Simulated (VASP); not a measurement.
# Osmium: structure and properties in VASP, part 4 of 4

What structure does Osmium take at this level, and what are its properties? The start is a cell from a database of measured crystal structures.

VASP 6.6.1; PBEsol; plane waves and PAW (Os).

So far. Step 9 (Volume scan with PBEsol, volume scale 0.98): The run ends at a pressure of 9.37 GPa.

### 10. Volume scan with PBEsol, volume scale 1

INCAR

```
SYSTEM = Os
PREC = Accurate
ENCUT = 400
EDIFF = 1E-06
NELM = 100
ISMEAR = 1
SIGMA = 0.2
LREAL = .FALSE.
ALGO = Normal
GGA = PS
NBANDS = 14
LORBIT = 11
LWAVE = .FALSE.
LCHARG = .FALSE.
KPAR = 2
ISIF = 2
```

POSCAR

```
Os
1.0
    2.7293497425      0.0000000000      0.0000000000
   -1.3646748713      2.3636862129      0.0000000000
    0.0000000000      0.0000000000      4.3121492396
Os
2
Direct
    0.3333333333      0.6666666667      0.2500000000
    0.6666666667      0.3333333333      0.7500000000
```

KPOINTS

```
Automatic mesh
0
Gamma
11 11 6
0 0 0
```

PAW data sets: Os (PBE family, release 64).

Command:

```sh
$ mpirun -np 2 vasp_std
```

Log:

```text
[... set-up lines as in an earlier step ...]
 entering main loop
       N       E                     dE             d eps       ncg     rms          rms(c)
DAV:   1     0.783562369468E+02    0.78356E+02   -0.64952E+03  1808   0.889E+02
DAV:   2    -0.221597846062E+02   -0.10052E+03   -0.89074E+02  1870   0.316E+02
DAV:   3    -0.259722951775E+02   -0.38125E+01   -0.36784E+01  2338   0.523E+01
[... 1 cycle as in an earlier step ...]
DAV:   5    -0.260088541032E+02   -0.23413E-03   -0.23390E-03  2290   0.367E-01    0.247E+01
DAV:   6    -0.248167166966E+02    0.11921E+01   -0.11048E+00  2188   0.900E+00    0.111E+01
DAV:   7    -0.244769322930E+02    0.33978E+00   -0.73763E-01  2230   0.719E+00    0.566E-01
[... 1 cycle as in an earlier step ...]
DAV:   9    -0.244676421256E+02    0.29981E-02   -0.18173E-03  2074   0.453E-01    0.482E-02
DAV:  10    -0.244676593224E+02   -0.17197E-04   -0.65856E-05  2280   0.728E-02    0.105E-02
DAV:  11    -0.244676398908E+02    0.19432E-04   -0.44275E-06  1972   0.228E-02    0.138E-03
DAV:  12    -0.244676392418E+02    0.64905E-06   -0.10627E-07  1046   0.350E-03
   1 F= -.24467639E+02 E0= -.24466789E+02  d E =-.255091E-02
```

The job ended after 8 s (2 MPI ranks of AMD EPYC 7R43, shared host; peak memory 0.22 GiB).

From OUTCAR (step 10):

```text
  FREE ENERGIE OF THE ION-ELECTRON SYSTEM (eV)
  ---------------------------------------------------
  free  energy   TOTEN  =       -24.4676392418 eV

  energy  without entropy=      -24.4650883292  energy(sigma->0) =      -24.46678894

[... 4 parts as in an earlier step ...]

[... 1 further part left out ...]
[key lines of the parts left out:]
E-fermi :   9.3419
```

The pressure falls from 9.37 to -0.02 GPa.

The run ends at a pressure of -0.02 GPa.

### 11. Volume scan with PBEsol, volume scale 1.02

INCAR is that of step 10.

POSCAR

```
Os
1.0
    2.7474254331      0.0000000000      0.0000000000
   -1.3737127166      2.3793402202      0.0000000000
    0.0000000000      0.0000000000      4.3407073516
Os
2
Direct
    0.3333333333      0.6666666667      0.2500000000
    0.6666666667      0.3333333333      0.7500000000
```

KPOINTS is that of step 10.

Command:

```sh
$ mpirun -np 2 vasp_std
```

Log:

```text
[... set-up lines as in an earlier step ...]
 entering main loop
       N       E                     dE             d eps       ncg     rms          rms(c)
DAV:   1     0.778089256390E+02    0.77809E+02   -0.65011E+03  1792   0.894E+02
DAV:   2    -0.222252543065E+02   -0.10003E+03   -0.88820E+02  1948   0.315E+02
DAV:   3    -0.260003109294E+02   -0.37751E+01   -0.36540E+01  2278   0.523E+01
DAV:   4    -0.260288541763E+02   -0.28543E-01   -0.28491E-01  2062   0.473E+00
[...]
DAV:  10    -0.244531656266E+02   -0.17987E-04   -0.68036E-05  2260   0.751E-02    0.115E-02
DAV:  11    -0.244531458567E+02    0.19770E-04   -0.45283E-06  1972   0.223E-02    0.126E-03
DAV:  12    -0.244531452372E+02    0.61947E-06   -0.11482E-07  1040   0.376E-03
   1 F= -.24453145E+02 E0= -.24452183E+02  d E =-.288590E-02
```

It took 8.2 s on 2 MPI ranks; peak memory 0.22 GiB.

From OUTCAR (step 11):

```text
  Total       -1.4575641     -1.4575641     -1.5330665      0.0000000     -0.0000000      0.0000000
  in kB      -82.2991347    -82.2991347    -86.5622667      0.0000000     -0.0000000      0.0000000
  external PRESSURE =     -83.7201787 kB  Pullay stress =       0.0000000 kB

 POSITION                                       TOTAL-FORCE (eV/Angst)
 -----------------------------------------------------------------------------------
     -0.00000      1.58623      1.08518        -0.000000      0.000000      0.000000
      1.37371      0.79311      3.25553         0.000000      0.000000      0.000000
 -----------------------------------------------------------------------------------
    total drift:                               -0.000000      0.000000     -0.000000

  FREE ENERGIE OF THE ION-ELECTRON SYSTEM (eV)
  ---------------------------------------------------
  free  energy   TOTEN  =       -24.4531452372 eV

  energy  without entropy=      -24.4502593354  energy(sigma->0) =      -24.45218327

[... 1 part as in an earlier step ...]

[... 2 further parts left out ...]
[key lines of the parts left out:]
E-fermi :   9.0417
```

The pressure falls from -0.02 to -8.37 GPa.

The run ends at a pressure of -8.37 GPa.

### 12. Volume scan with PBEsol, volume scale 1.04

INCAR is that of step 11.

POSCAR

```
Os
1.0
    2.7652663579      0.0000000000      0.0000000000
   -1.3826331790      2.3947909143      0.0000000000
    0.0000000000      0.0000000000      4.3688945528
Os
2
Direct
    0.3333333333      0.6666666667      0.2500000000
    0.6666666667      0.3333333333      0.7500000000
```

KPOINTS is that of step 11.

Command:

```sh
$ mpirun -np 2 vasp_std
```

Log:

```text
[... set-up lines as in an earlier step ...]
 entering main loop
       N       E                     dE             d eps       ncg     rms          rms(c)
DAV:   1     0.769002564315E+02    0.76900E+02   -0.63778E+03  1800   0.882E+02
DAV:   2    -0.220644332570E+02   -0.98965E+02   -0.87496E+02  1882   0.314E+02
DAV:   3    -0.259805843045E+02   -0.39162E+01   -0.37355E+01  2344   0.521E+01
DAV:   4    -0.260214421644E+02   -0.40858E-01   -0.40608E-01  1930   0.520E+00
[...]
DAV:  10    -0.244113380168E+02   -0.18796E-04   -0.64719E-05  2284   0.737E-02    0.124E-02
DAV:  11    -0.244113184545E+02    0.19562E-04   -0.44971E-06  1948   0.218E-02    0.120E-03
DAV:  12    -0.244113178611E+02    0.59344E-06   -0.12236E-07  1088   0.397E-03
   1 F= -.24411318E+02 E0= -.24410250E+02  d E =-.320396E-02
```

Run time: 8.2 s. Hardware: 2 MPI ranks; peak memory 0.21 GiB; 15 s of CPU time.

OUTCAR, selected parts (step 12):

```text
  Total       -2.7929678     -2.7929678     -2.9627205      0.0000000      0.0000000      0.0000000
  in kB     -154.6679681   -154.6679681   -164.0684691      0.0000000      0.0000000      0.0000000
  external PRESSURE =    -157.8014684 kB  Pullay stress =       0.0000000 kB

 POSITION                                       TOTAL-FORCE (eV/Angst)
 -----------------------------------------------------------------------------------
     -0.00000      1.59653      1.09222         0.000000      0.000000      0.000000
      1.38263      0.79826      3.27667        -0.000000      0.000000      0.000000
 -----------------------------------------------------------------------------------
    total drift:                               -0.000000      0.000000     -0.000000

  FREE ENERGIE OF THE ION-ELECTRON SYSTEM (eV)
  ---------------------------------------------------
  free  energy   TOTEN  =       -24.4113178611 eV

  energy  without entropy=      -24.4081139017  energy(sigma->0) =      -24.41024987

[... 1 part as in an earlier step ...]

[... 2 further parts left out ...]
[key lines of the parts left out:]
E-fermi :   8.7524
```

The pressure falls from -8.37 to -15.78 GPa.

The run ends at a pressure of -15.78 GPa.

### 13. Volume scan with PBEsol, volume scale 1.06

A prediction first. A parabola through the 6 pressures of evenly scaled cells so far, P = -0.05 -444.6 t +1133 t² GPa with t = ln(V/V₁) and V₁ the volume at scale 1, gives -22.11 GPa at t = +0.0583.

INCAR is that of step 12.

POSCAR

```
Os
1.0
    2.7828799943      0.0000000000      0.0000000000
   -1.3914399972      2.4100447709      0.0000000000
    0.0000000000      0.0000000000      4.3967226569
Os
2
Direct
    0.3333333333      0.6666666667      0.2500000000
    0.6666666667      0.3333333333      0.7500000000
```

KPOINTS is that of step 12.

Command:

```sh
$ mpirun -np 2 vasp_std
```

Log:

```text
[... set-up lines as in an earlier step ...]
 entering main loop
       N       E                     dE             d eps       ncg     rms          rms(c)
DAV:   1     0.774825768006E+02    0.77483E+02   -0.64814E+03  1808   0.882E+02
DAV:   2    -0.220521925928E+02   -0.99535E+02   -0.88154E+02  1936   0.313E+02
DAV:   3    -0.259568581611E+02   -0.39047E+01   -0.37541E+01  2332   0.527E+01
DAV:   4    -0.259893718034E+02   -0.32514E-01   -0.32394E-01  1978   0.500E+00
[...]
DAV:  10    -0.243452657434E+02   -0.19317E-04   -0.61320E-05  2242   0.722E-02    0.132E-02
DAV:  11    -0.243452465927E+02    0.19151E-04   -0.44167E-06  1954   0.212E-02    0.120E-03
DAV:  12    -0.243452460073E+02    0.58537E-06   -0.13312E-07  1076   0.422E-03
   1 F= -.24345246E+02 E0= -.24344077E+02  d E =-.350573E-02
```

Wall time 8.6 s (2 MPI ranks); peak memory 0.21 GiB; 16 s of CPU time.

Parts of OUTCAR (step 13):

```text
  Total       -4.0277871     -4.0277871     -4.2863244      0.0000000      0.0000000      0.0000000
  in kB     -218.8408696   -218.8408696   -232.8879166      0.0000000      0.0000000      0.0000000
  external PRESSURE =    -223.5232186 kB  Pullay stress =       0.0000000 kB

 POSITION                                       TOTAL-FORCE (eV/Angst)
 -----------------------------------------------------------------------------------
     -0.00000      1.60670      1.09918         0.000000      0.000000      0.000000
      1.39144      0.80335      3.29754        -0.000000     -0.000000      0.000000
 -----------------------------------------------------------------------------------
    total drift:                               -0.000000      0.000000     -0.000000

  FREE ENERGIE OF THE ION-ELECTRON SYSTEM (eV)
  ---------------------------------------------------
  free  energy   TOTEN  =       -24.3452460073 eV

  energy  without entropy=      -24.3417402771  energy(sigma->0) =      -24.34407743

[... 1 part as in an earlier step ...]

[... 2 further parts left out ...]
[key lines of the parts left out:]
E-fermi :   8.4736
```

The pressure falls from -15.78 to -22.35 GPa. The parabola predicted -22.11 GPa, +0.24 GPa off.

### 14. Side by side

Times are for 2 MPI ranks of AMD EPYC 7R43, shared host. The series side by side:

```
no.  volume scale  energy above the lowest point (meV/atom)  pressure (GPa)   time  memory (GiB)
  1          0.94                                     78.37           31.83    8 s          0.22
  2          0.96                                      33.5           19.94    8 s          0.21
  3          0.98                                       8.1           9.369    8 s          0.22
  4             1                                         0        -0.02319    8 s          0.22
  5          1.02                                       7.3          -8.372  8.2 s          0.22
  6          1.04                                     28.27          -15.78  8.2 s          0.21
  7          1.06                                     61.36          -22.35  8.6 s          0.21
```

### 15. Fit for PBEsol

This step: Birch-Murnaghan fit, PBEsol; plane waves and PAW (VASP 6.6.1).

Derived from the runs above.

This step gave:

* pressure derivative of the bulk modulus: 4.906
* r.m.s. error of the fit: 6.24e-6 eV/atom
* minimum inside the sampled range: yes
* bulk modulus: 442.1 GPa
* equilibrium volume of the fit: 13.91 Å³/atom

Energy above the fitted minimum against volume:

```
volume (Å³/atom)  energy above the fitted minimum (eV/atom)
          13.075                                     0.0784
          13.353                                     0.0335
          13.631                                    0.00809
          13.909                                    -1.0e-5
          14.188                                    0.00729
          14.466                                     0.0283
          14.744                                     0.0613
```

The fitted volume lies +0.01 % from the relaxed one.

### 16. Independent-particle dielectric function (PBEsol)

This step: PBEsol; plane waves and PAW (Os) (VASP 6.6.1).

LOPTICS sums transitions from filled to empty bands. The mesh is finer than in the run before. NBANDS is raised for it.

INCAR: that of step 13 with these lines changed.

```diff
@@ -10,3 +10,3 @@
 GGA = PS
-NBANDS = 14
+NBANDS = 24
 LORBIT = 11
@@ -15,2 +15,4 @@
 KPAR = 2
-ISIF = 2
+LOPTICS = .TRUE.
+NEDOS = 1500
+CSHIFT = 0.1
```

POSCAR

```
Os
1.0
    2.7293497425      0.0000000000      0.0000000000
   -1.3646748713      2.3636862129      0.0000000000
    0.0000000000      0.0000000000      4.3121492396
Os
2
Direct
    0.3333333333      0.6666666667      0.2500000000
    0.6666666667      0.3333333333      0.7500000000
```

KPOINTS

```
Automatic mesh
0
Gamma
16 16 9
0 0 0
```

Command:

```sh
$ mpirun -np 2 vasp_std
```

Log:

```text
[... set-up lines as in an earlier step ...]
 entering main loop
       N       E                     dE             d eps       ncg     rms          rms(c)
DAV:   1     0.883536642781E+02    0.88354E+02   -0.56613E+03  7280   0.516E+02
DAV:   2    -0.228683577624E+02   -0.11122E+03   -0.94388E+02  8544   0.198E+02
DAV:   3    -0.260280525310E+02   -0.31597E+01   -0.31342E+01  9072   0.303E+01
DAV:   4    -0.260369931118E+02   -0.89406E-02   -0.89398E-02  8592   0.178E+00
DAV:   5    -0.260370409266E+02   -0.47815E-04   -0.47815E-04  9144   0.124E-01    0.247E+01
DAV:   6    -0.248432313665E+02    0.11938E+01   -0.45503E-01  9920   0.526E+00    0.108E+01
DAV:   7    -0.244995088447E+02    0.34372E+00   -0.35804E-01 10736   0.421E+00    0.804E-01
DAV:   8    -0.244941513546E+02    0.53575E-02   -0.77856E-03  8336   0.492E-01    0.542E-01
DAV:   9    -0.244899189696E+02    0.42324E-02   -0.18250E-03  8904   0.313E-01    0.465E-02
DAV:  10    -0.244899180320E+02    0.93765E-06   -0.70458E-05  9848   0.529E-02    0.165E-02
DAV:  11    -0.244899052625E+02    0.12769E-04   -0.34048E-06  9000   0.136E-02    0.358E-03
DAV:  12    -0.244899045793E+02    0.68326E-06   -0.82066E-08  5712   0.193E-03
   1 F= -.24489905E+02 E0= -.24490450E+02  d E =0.163746E-02
 optical routines
 imaginary and real dielectric function
 recalculating local potential from charge density
 direction            1
 direction            2
 direction            3
```

Wall time 32 s (2 MPI ranks); peak memory 0.41 GiB.

Parts of OUTCAR (step 16):

```text
   k-points           NKPTS =    150   k-points in BZ     NKDIM =    150   number of bands    NBANDS=     24

   NELECT =      16.0000    total number of electrons

 E-fermi :   9.4042

 k-point     1 :       0.0000    0.0000    0.0000
  band No.  band energies     occupation
    ...
      6       7.1500      2.00000
      7       7.1500      2.00000
      8       7.8164      2.00000
      9       7.8164      2.00000
     10       9.3894      1.12457
     11      11.1020     -0.00000
     12      11.1020     -0.00000
     13      18.5006      0.00000
     14      23.4260      0.00000
     15      26.1687      0.00000
    ...

  Total       -0.0278362     -0.0278362     -0.0928076      0.0000000      0.0000000      0.0000000
  in kB       -1.6031611     -1.6031611     -5.3450428      0.0000000      0.0000000      0.0000000
  external PRESSURE =      -2.8504550 kB  Pullay stress =       0.0000000 kB

 POSITION                                       TOTAL-FORCE (eV/Angst)
 -----------------------------------------------------------------------------------
     -0.00000      1.57579      1.07804        -0.000000      0.000000      0.000000
      1.36467      0.78790      3.23411         0.000000      0.000000      0.000000
 -----------------------------------------------------------------------------------
    total drift:                               -0.000000      0.000000     -0.000000

  FREE ENERGIE OF THE ION-ELECTRON SYSTEM (eV)
  ---------------------------------------------------
  free  energy   TOTEN  =       -24.4899045793 eV

  energy  without entropy=      -24.4915420359  energy(sigma->0) =      -24.49045040

 plasma frequency squared (from intraband transitions) (eV^2)
  --------------------------------------------------------------------------------------
      39.775      -0.000       0.000
      -0.000      39.775       0.000
       0.000       0.000      91.875

[... 9 parts as in an earlier step ...]

[... 7 further parts left out ...]
```

These are independent-particle spectra without excitons or local fields, and fine structure depends on the mesh and on CSHIFT. The intraband (Drude) part is not in this spectrum.

Numbers from this step:

```
bands                   : 24
irreducible k-points    : 150
free energy (TOTEN)     : -24.49 eV
energy at zero smearing : -24.49 eV
Fermi energy            : 9.404 eV
pressure                : -0.2850 GPa
```

The imaginary dielectric function has structure finer than the step of the table below, so its rows give means over 1 eV, whole bins alone (the curve runs from 0 to 25.0 eV). Peaks (eV: height): xx 2.9: 51.2; zz 0.7: 47.5, 1.4: 45.0, 2.9: 47.3.

Imaginary dielectric function against photon energy; means over each step:

```
photon energy (eV)    xx     zz
                 1  9.30   35.1
                 2  16.1   22.5
                 3  44.0   33.4
                 4  29.7   19.5
                 5  15.2   18.4
                 6  8.48   8.62
                 7  5.34   5.12
                 8  3.33   3.50
                 9  3.30   3.80
                10  3.69   4.20
                11  4.24   4.33
                12  2.89   3.64
                13  2.54   2.81
                14  2.36   2.79
                15  2.06   2.33
                16  1.84   2.65
                17  3.15   3.44
                18  4.38   3.48
                19  4.36   3.28
                20  3.21   3.03
                21  2.00   2.12
                22  1.58   1.97
                23  1.30   1.31
                24  1.19  0.864
```

Real dielectric function against photon energy:

```
photon energy (eV)      xx      zz
                 0    46.5    60.9
                 1    29.9    31.0
                 2    37.2    12.4
                 3    11.7   -1.67
                 4  -0.696  -0.398
                 5   -9.87   -5.19
                 6   -6.58   -6.27
                 7   -5.35   -4.38
                 8   -2.30   -2.32
                 9  -0.962  -0.241
                10   0.289  -0.165
                11  -0.895   -1.69
                12  -0.741   -1.39
                13  -0.260   0.111
                14  -0.264  -0.187
                15   0.267   0.345
                16    1.08   0.827
                17    2.19   0.727
                18   0.394  -0.726
                19  -0.537  -0.773
                20   -2.15   -1.33
                21   -1.60   -1.32
                22   -1.26   -1.25
                23   -1.17   -1.62
                24  -0.838   -1.13
```

### 17. Outcome

| Item | Value |
| --- | --- |
| relaxed volume | 13.91 Å³/atom |
| relaxed conventional cell a, b, c | 2.729, 2.729, 4.312 Å; angles 90.0, 90.0, 120.0° |
| space group after relaxing, within 0.02 Å | P6_3/mmc (No. 194) |
| band gap | none, a metal |
| DOS at the Fermi level | 1.20 states/eV/cell |
| highest zone-centre mode | 222 cm⁻¹ |
| bulk modulus from the fit | 442 GPa |
| volume from the fit | 13.9 Å³/atom |

What this shows: With PBEsol, Osmium relaxes to 13.91 Å³/atom in space group P6_3/mmc (held by the symmetry of the run), comes out as a metal and has a bulk modulus of 442 GPa at fixed shape and positions, an upper bound. Against the listed cell the volume lies -0.5 % (a -0.2 %, c -0.2 %). Band structure (PBEsol): Of the bands kept, 4 cross the Fermi level on this path. Vibrations at Γ (PBEsol): The highest mode in this list at Γ lies at 222.2 cm⁻¹. The scan held shape and positions, so its modulus is an upper bound, and a miss against the measured one is not the functional's alone. Spin-orbit coupling is left out, and with elements this heavy it would split and shift bands near the Fermi level. The k-sampling is coarse for a metal, so the Fermi level, pressures and the shape of the cell carry errors. Modes at Γ alone can't show that the crystal is stable at other wave vectors. No search among competing phases was made. All values are for a static lattice at zero temperature.

[Lines on the potential files, build, host, timing and source positions are cut from VASP's logs without a mark.]

[Logs are printed without paths, hosts, clocks, repeated set-up lines and the standing remarks that a program may print on its own settings, such as how far it seeks lower states.]

[Hosts, paths, dates, database ids (printed as entryN), source tags and the programs' standing remarks are cut or masked in the printed files.]

[A measured line is paired with the nearest computed mode of its activity, which favours agreement.]
